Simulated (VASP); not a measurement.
The system is InPd.

```
CELL_PARAMETERS angstrom
3.27188 0.00000 0.00000
0.00000 3.27188 0.00000
0.00000 0.00000 3.27188
ATOMIC_POSITIONS crystal
In 0.00000 0.00000 0.00000
Pd 0.50000 0.50000 0.50000
```

The cell comes from a database or a generator and needn't be the stable form of this composition.

- Program: VASP 6.6.1
- Task: relaxation of cell and atoms
- Functional: PBE
- Potentials or basis: VASP PAW PBE potentials, release 64 (In_d, Pd)
- Cutoff: 600 eV
- k mesh: 12 × 12 × 12
- Occupations: methfessel-paxton, width 0.1 eV
- Spin: no spin polarisation

At the start: pressure 3.7 GPa; volume 17.51 Å³/atom.

Q: Where does the relaxation end?

A: Over 3 steps the energy falls by 6.1 meV/atom and the volume is 18.06 Å³/atom (+3.1 %); space group Pm-3m (No. 221, to 0.05 Å).

The path:
```tsv
step	energy change (eV)	largest force (eV/Å)	pressure (GPa)	volume (Å³)
1	0.0000	0.0000	3.74	35.03
2	-0.0028	0.0000	-2.79	37.14
3	-0.0122	0.0000	0.04	36.11
```

Final structure:
```yaml
crystal:
  lattice:
    - [3.30540, 0.00000, 0.00000]
    - [0.00000, 3.30540, 0.00000]
    - [0.00000, 0.00000, 3.30540]
  atoms:
    - { symbol: In, position: [0.00000, 0.00000, 0.00000] }
    - { symbol: Pd, position: [0.50000, 0.50000, 0.50000] }
```
